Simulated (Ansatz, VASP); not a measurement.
# FeC2S2N2: VASP beside Ansatz

Aim: how closely do two programs agree when they are given the same cell, functional and k mesh?

Program: Ansatz 0.2.0. Level of theory: plane waves, with VASP 6.6.1 beside it; single point at PBE. Results are calculated unless marked as measured.

## 1. Set-up

The structure is monoclinic, space group C2/m (No. 12). The conventional cell has a = 10.630 Å, b = 3.742 Å, c = 6.168 Å, α = 90.00°, β = 105.04°, γ = 90.00°. Fe has 2 N at 2.06 Å and 4 S at 2.57 Å nearest. Nearest to S lie 1 C at 1.67 Å and 2 Fe at 2.57 Å. N has 1 C at 1.18 Å and 1 Fe at 2.06 Å nearest. C has 1 N at 1.18 Å and 1 S at 1.67 Å nearest. Farther neighbours and most contacts between anions are not listed.

## 2. Ansatz: single point, PBE

Ansatz runs on its default PAW (the set named soft_2) files.

With cell and atoms fixed, the geometry can't cause a difference; cores, projectors, grids and the points listed under the comparison can.

File input.yaml:

```yaml
crystal:
  lattice:
    - [5.315, -1.871, 0.0]
    - [5.315, 1.871, 0.0]
    - [-1.6003469016, 0.0, 5.9567704165]
  atoms:
    - { symbol: Fe, position: [0.0, 0.0, 0.0], spin: 3.0 }
    - { symbol: S, position: [0.3897, 0.3897, 0.7332] }
    - { symbol: S, position: [0.6103, 0.6103, 0.2668] }
    - { symbol: "N", position: [0.14037, 0.14037, 0.82342] }
    - { symbol: "N", position: [0.85963, 0.85963, 0.17658] }
    - { symbol: C, position: [0.24139, 0.24139, 0.778] }
    - { symbol: C, position: [0.75861, 0.75861, 0.222] }
hamiltonian:
  xc: pbe
  pseudopotentials: { kind: paw }
magnetization:
  spin_polarized: true
kpoints:
  mp_grid: { grid: [9, 9, 6] }
scf:
  occupations: { method: gaussian, width: 0.05 }
  n_extra_bands: 8
output:
  forces: true
  stress: true
  eigenvalues: true
```

Launch:

```bash
> ansatz run input.yaml --threads 4 --pin off --max-ram 9216MiB --backend cpu --events-out ev --progress --plain --runs-dir out
```

Numbers of over 12 decimals in the logs are rounded to 6 here.

The log of the run:

```text
Warning: the band count 31 (scf.n_extra_bands) hosts the net moment |M| = 3.0000 μB (N_el = 46) but caps the reachable moment at 2·n_bands − N_el = 16.0000 μB, below the 32 bands that the automatic rule leaves for it — a moment growing past the seed, or the majority channel's smearing tail, pins there with fewer empty majority states than that count leaves; raise or omit scf.n_extra_bands unless the cap is intended
scf.n_extra_bands = 8 over 23 filled bands (N_el = 46.0): the run solves 31 bands
Engine: ansatz 0.2.0, x86_64-unknown-linux-gnu
Pseudopotentials: kind: paw
Pseudopotential: Fe, paw, valence charge 16, recommended cutoff 420 eV (normal), Fe.paw.azcp
Pseudopotential: S, paw, valence charge 6, recommended cutoff 420 eV (normal), S.paw.azcp
Pseudopotential: N, paw, valence charge 5, recommended cutoff 420 eV (normal), N.paw.azcp
Pseudopotential: C, paw, valence charge 4, recommended cutoff 420 eV (normal), C.paw.azcp
Functional definition: PBE
  parameter kappa = 0.804
  parameter beta = 0.066725
  exchange = pbe_x(kappa = kappa, mu = beta*pi^2/3)
  correlation = pbe_c(beta = beta)
Crystal: 7 atoms, lattice volume = 118.473 Å³
Basis set: ecut = 420 eV, 2311 PW (Γ), exchange–correlation on 80×80×90 points (8 copies of the dense FFT grid, shifted against one another)
Bands: 31, of which v1, the nominal top of the filled ones, is band 23 counted from 1 (22 counted from 0)
Symmetry: 4 space group operations
Space group: C2/m (ITA 12), of the structure as read, at distance tolerance 4.9e-5 Å
Magnetic group: BNS 12.58 (UNI 65), of the structure as read, at distance tolerance 4.9e-5 Å
k-points: 140 of 486
Non-local potential: Fe, projectors of the file, l = 0: 3, l = 1: 2, l = 2: 3, l = 3: 1
Non-local potential: S, projectors of the file, l = 0: 2, l = 1: 2, l = 2: 2
Non-local potential: N, projectors of the file, l = 0: 2, l = 1: 2, l = 2: 1
Non-local potential: C, projectors of the file, l = 0: 2, l = 1: 2, l = 2: 1
PAW form: soft (Blöchl's): semilocal exchange-correlation on the pseudo side does not see the compensation charge
PAW one-centre angular grid: Fe, 590 points (default); XC on 64 Gauss nodes
PAW one-centre angular grid: S, 110 points (default); XC on 64 Gauss nodes
PAW one-centre angular grid: N, 110 points (default); XC on 64 Gauss nodes
PAW one-centre angular grid: C, 110 points (default); XC on 64 Gauss nodes
Initial density: superposition of atomic densities (chi_scale 0.1, normalization cell, long waves kept (reshape's long-wave potential 0.19 eV rms))
Starting moments: Σ|m| = 3 μB on 1 of 7 sites
Initial wavefunctions: pseudopotential atomic-orbital guess
Functional: x = pbe(κ = 0.804, μ = 0.219515), c = pbe(β = 0.066725)
SCF iter   1: F=—  HF=-7554.444443 eV  |F-HF|=—  |Δ(HF+E_count)|=         —  Δρ=6.90e-2 (↑6.62e-2 ↓6.90e-2)  dr2=2.48e1  dr2_m=9.58e-2  M=2.753 μB ∫|m|=2.768 μB  β_m=0.30  ethr=3.10e-3  ⟨swp⟩=7.0  Hψ=42224  notcnv=0
Mixer restart at iter 1: flushing history
preconditioner: auto → Kerker (q_TF=auto, 2.330 Å⁻¹)  [metal: Δε(μ)=0.002 eV  Ē_g=10.334 eV  σ=0.050 eV  W_gap=0.02  n_scr=24 (ndim 8)  ℏωp=21.0 eV  f_vac=0.036  D(μ)=10.54/eV (n_scr^D=132)]
spin=Collinear: Kerker preconditioning applied to the charge; magnetization (m = ρ↑ − ρ↓) channel mixes plain (no charge-response kernel on spin).
SCF iter   2: F=—  HF=-7554.074352 eV  |F-HF|=—  |Δ(HF+E_count)|=   3.70e-1  Δρ=4.15e-2 (↑4.15e-2 ↓3.36e-2)  dr2=4.43e0  dr2_m=7.05e-1  M=3.930 μB ∫|m|=3.934 μB  β_m=0.35  ethr=3.10e-3  ⟨swp⟩=3.2  Hψ=20538  notcnv=0  defer=590
SCF iter   3: F=—  HF=-7553.378469 eV  |F-HF|=—  |Δ(HF+E_count)|=   6.96e-1  Δρ=2.53e-2 (↑2.53e-2 ↓2.23e-2)  dr2=2.02e0  dr2_m=2.86e-1  M=4.000 μB ∫|m|=4.009 μB  β_m=0.55  ethr=3.10e-3  ⟨swp⟩=2.9  Hψ=17384  notcnv=0  defer=619
SCF iter   4: F=—  HF=-7552.779987 eV  |F-HF|=—  |Δ(HF+E_count)|=   5.98e-1  Δρ=6.87e-3 (↑5.55e-3 ↓6.87e-3)  dr2=2.80e-1  dr2_m=2.09e-3  M=4.000 μB ∫|m|=4.041 μB  β_m=0.61  ethr=3.10e-3  ⟨swp⟩=2.3  Hψ=15968  notcnv=0  defer=621
SCF iter   5: F=—  HF=-7552.782629 eV  |F-HF|=—  |Δ(HF+E_count)|=         —  Δρ=4.26e-3 (↑2.75e-3 ↓4.26e-3)  dr2=8.88e-2  dr2_m=2.00e-3  M=4.000 μB ∫|m|=4.049 μB  β_m=0.61  ethr=6.08e-4  ⟨swp⟩=2.6  Hψ=14627  notcnv=0  defer=643
Mixer restart at iter 5: flushing history
SCF iter   6: F=—  HF=-7552.796459 eV  |F-HF|=—  |Δ(HF+E_count)|=   1.38e-2  Δρ=2.55e-3 (↑1.79e-3 ↓2.55e-3)  dr2=4.35e-2  dr2_m=1.52e-3  M=4.000 μB ∫|m|=4.049 μB  β_m=0.81  ethr=1.93e-4  ⟨swp⟩=2.4  Hψ=11580  notcnv=0  defer=643
SCF iter   7: F=—  HF=-7552.807679 eV  |F-HF|=—  |Δ(HF+E_count)|=   1.12e-2  Δρ=2.06e-3 (↑1.92e-3 ↓2.06e-3)  dr2=2.17e-2  dr2_m=1.11e-4  M=4.000 μB ∫|m|=4.051 μB  β_m=0.70  ethr=9.46e-5  ⟨swp⟩=2.0  Hψ=14559  notcnv=0  defer=643
SCF iter   8: F=—  HF=-7552.806931 eV  |F-HF|=—  |Δ(HF+E_count)|=   7.48e-4  Δρ=8.39e-4 (↑5.21e-4 ↓8.39e-4)  dr2=3.24e-3  dr2_m=7.99e-5  M=4.000 μB ∫|m|=4.051 μB  β_m=0.85  ethr=4.71e-5  ⟨swp⟩=2.2  Hψ=15147  notcnv=0  defer=650
SCF iter   9: F=—  HF=-7552.808263 eV  |F-HF|=—  |Δ(HF+E_count)|=   1.33e-3  Δρ=7.19e-4 (↑7.19e-4 ↓6.78e-4)  dr2=1.71e-3  dr2_m=3.43e-5  M=4.000 μB ∫|m|=4.052 μB  β_m=0.75  ethr=7.04e-6  ⟨swp⟩=2.0  Hψ=14965  notcnv=0  defer=654
SCF iter  10: F=—  HF=-7552.808198 eV  |F-HF|=—  |Δ(HF+E_count)|=   6.47e-5  Δρ=3.51e-4 (↑1.63e-4 ↓3.51e-4)  dr2=3.21e-4  dr2_m=2.08e-5  M=4.000 μB ∫|m|=4.052 μB  β_m=0.75  ethr=3.72e-6  ⟨swp⟩=2.0  Hψ=17276  notcnv=0  defer=652
SCF iter  11: F=—  HF=-7552.808270 eV  |F-HF|=—  |Δ(HF+E_count)|=   7.19e-5  Δρ=2.19e-4 (↑7.73e-5 ↓2.19e-4)  dr2=6.37e-5  dr2_m=1.16e-5  M=4.000 μB ∫|m|=4.053 μB  β_m=0.88  ethr=6.98e-7  ⟨swp⟩=2.5  Hψ=13064  notcnv=0  defer=648
SCF iter  12: F=—  HF=-7552.808327 eV  |F-HF|=—  |Δ(HF+E_count)|=   5.68e-5  Δρ=1.52e-4 (↑3.51e-5 ↓1.52e-4)  dr2=1.45e-5  dr2_m=5.77e-6  M=4.000 μB ∫|m|=4.053 μB  β_m=0.94  ethr=1.38e-7  ⟨swp⟩=2.0  Hψ=15141  notcnv=0  defer=651
SCF iter  13: F=—  HF=-7552.808359 eV  |F-HF|=—  |Δ(HF+E_count)|=   3.27e-5  Δρ=8.58e-5 (↑1.88e-5 ↓8.58e-5)  dr2=5.52e-6  dr2_m=1.74e-6  M=4.000 μB ∫|m|=4.053 μB  β_m=0.97  ethr=3.16e-8  ⟨swp⟩=2.0  Hψ=15145  notcnv=0  defer=652
SCF iter  14: F=—  HF=-7552.808370 eV  |F-HF|=—  |Δ(HF+E_count)|=   1.12e-5  Δρ=2.90e-5 (↑1.27e-5 ↓2.90e-5)  dr2=2.38e-6  dr2_m=1.85e-7  M=4.000 μB ∫|m|=4.053 μB  β_m=0.98  ethr=1.20e-8  ⟨swp⟩=2.0  Hψ=15163  notcnv=0  defer=651
SCF iter  15: F=—  HF=-7552.808372 eV  |F-HF|=—  |Δ(HF+E_count)|=   1.52e-6  Δρ=1.45e-5 (↑5.06e-6 ↓1.45e-5)  dr2=5.05e-7  dr2_m=5.01e-8  M=4.000 μB ∫|m|=4.053 μB  β_m=0.99  ethr=5.18e-9  ⟨swp⟩=2.0  Hψ=14967  notcnv=0  defer=651
SCF iter  16: F=—  HF=-7552.808372 eV  |F-HF|=—  |Δ(HF+E_count)|=   3.08e-7  Δρ=3.85e-6 (↑3.36e-6 ↓3.85e-6)  dr2=7.97e-8  dr2_m=1.98e-9  M=4.000 μB ∫|m|=4.053 μB  β_m=1.00  ethr=1.10e-9  ⟨swp⟩=2.0  Hψ=15163  notcnv=0  defer=651
SCF iter  17: F=-7552.808372 eV  HF=-7552.808372 eV  |F-HF|=5.34e-9  |Δ(HF+E_count)|=   2.60e-8  Δρ=1.97e-6 (↑1.97e-6 ↓1.49e-6)  dr2=1.46e-8  dr2_m=7.35e-10  M=4.000 μB ∫|m|=4.053 μB  ethr=1.73e-10  ⟨swp⟩=9.1  Hψ=41464  notcnv=0
SCF 1 converged in 17 iterations: F = -7552.808372 eV  dr2 = 1.46e-8
  greatest PAW one-centre occupation: 1.004 electrons in one spin orbital (limit 2), on the Fe atom at site 0 (counted from 0), in its partial waves of l = 1
SCF converged after 17 iterations
Magnetization: 4.0000 μB (25.0000 up, 21.0000 down)
Absolute magnetization: 4.0537 μB (∫|ρ↑−ρ↓|, with the PAW one-centre terms)
Spin contamination: 0.0355 ħ² per cell (⟨S²⟩ above its minimum at these occupations)
Per-site moments (μB) at R_I (Å): [(3.211468, 0.850993), (0.053164, 0.688749), (0.053164, 0.688749), (0.034840, 0.485934), (0.034840, 0.485934), (0.00192227, 0.485934), (0.00192227, 0.485934)]
Free energy (F): -7552.808372 eV
Harris-Foulkes:  -7552.808372 eV  (|F-HF|=5.34e-9)
Internal energy: -7552.805369 eV  (E = F + TS)
E sigma→0 (E₀):  -7552.806871 eV
Entropy (-TS):   -0.003003 eV (-0.429 meV/atom)
Fermi energy:    4.569350 eV
--- Per-component energies (eV) ---
  E_band       = -552.030680
  E_kinetic    = 983.622022
  E_local      = -5261.502188  (includes V_loc(G=0)·N_el)
  E_nonlocal   = 436.111722
  E_hartree    = 2119.690558
  E_xc         = -517.449601
  E_vxc        = -583.310944  (∫ρ·V_xc dr)
  E_paw        = -3024.427138  (= ΣΔE_a)
  E_vpaw       = -366.338636  (= ΣTr[D̂ρ^β])
  E_aug_tail   = 0.001045  (compensation charges beyond the density's cutoff)
  E_ewald      = -2288.851790
  E_smearing   = -0.003003  (= −TS)
  E_closure    = -0.000000  (closes the sum)
  Σ components = -7552.808372   (vs F -7552.808372, Δ=0.00e0)
--- Forces (eV/Å), atoms counted from 1 ---
  atom   1  Fe    -0.00000000     0.00000000    -0.00000000
  atom   2  S     -0.70226322     0.00000000     0.00168133
  atom   3  S      0.70226322     0.00000000    -0.00168133
  atom   4  N     -0.14397187     0.00000000     0.11642357
  atom   5  N      0.14397187     0.00000000    -0.11642357
  atom   6  C      0.37568596     0.00000000     0.15853691
  atom   7  C     -0.37568596     0.00000000    -0.15853691
  max |Σ_I F_I| component: 2.78e-17 eV/Å
--- Stress (GPa, compression-positive) ---
       -4.169034      -0.000000       1.988963
       -0.000000       0.470017      -0.000000
        1.988965      -0.000000       0.739079
  P = ⅓ Tr σ = -0.9866 GPa (-9.866 kbar)
--- Band table (eV; the first three rows and the last of 280) ---
  k-point 0 ↑: bands = [... 19 lower, 1.8768, 2.0421, 2.1465, 2.2852, 3.9676, 4.0315, 7.1667, 7.5215, ... 4 higher]
  k-point 1 ↑: bands = [... 19 lower, 1.8258, 2.0456, 2.1559, 2.2735, 3.9993, 4.0372, 7.3024, 7.5479, ... 4 higher]
  k-point 2 ↑: bands = [... 19 lower, 1.7470, 2.0600, 2.1675, 2.2736, 4.0392, 4.0482, 7.6029, 7.7173, ... 4 higher]
  k-point 139 ↓: bands = [... 19 lower, 2.8853, 4.3413, 4.4228, 5.0822, 5.9347, 6.3047, 8.0278, 8.3003, ... 4 higher]
```

The job ended after 9.4 s (4 threads of AMD EPYC 9R45 (Zen 5), shared host; peak memory 1 GiB; 33 s of CPU time).

The run ends at a pressure of -0.99 GPa, with forces up to 0.70 eV/Å.

(Continued in part 2 of 2.)

[Lines on the potential files, build, host, timing and source positions are cut from VASP's logs without a mark.]

[Logs are printed without paths, hosts, clocks, repeated set-up lines and the standing remarks that a program may print on its own settings, such as how far it seeks lower states.]

[Hosts, paths, dates, database ids (printed as entryN), source tags and the programs' standing remarks are cut or masked in the printed files.]
